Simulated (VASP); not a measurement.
## Mg$_{2}$Sn (space group C2/c): computed properties

Method: LDA (Ceperley-Alder, Perdew-Zunger), VASP's LDA PAW potentials (set 64) (plane waves; VASP).

```yaml
space_group: C2/c (15)
cell: a = 9.3981 Å, b = 5.1686 Å, c = 7.1322 Å, α = γ = 90.00°, β = 131.06°
volume_per_atom: 21.77 Å³/atom
band gap (over mesh and band path): none (metal, semimetal or under 0.01 eV)
density: 4.25 g/cm³
```

Mg2Sn is modelled in the monoclinic space group C2/c (No. 15), Pearson symbol mS12. Lattice parameters: a = 9.398 Å, b = 5.169 Å, c = 7.132 Å, α = γ = 90.00°, β = 131.06°. Mg on 8f is surrounded by 5 Mg at 3.003–3.170 Å and 5 Sn at 3.030–3.114 Å. Sn on 4e has 10 Mg at 3.030–3.114 Å. (Neighbours: up to the widest gap in distance over summed covalent radii, below 1.35, at either atom.)
(The calculation used a cell of 6 atoms; values per cell refer to that cell.)

Unless said otherwise, spin-orbit coupling is left out, though it shifts the bands of the heavy elements here.

The structure comes from a computed database's Mg2Sn entry (C2/c); how it stands against other phases isn't given here. It was relaxed first, which changed the volume by -9 %. Symmetry was kept, so distortions that lower it aren't found.
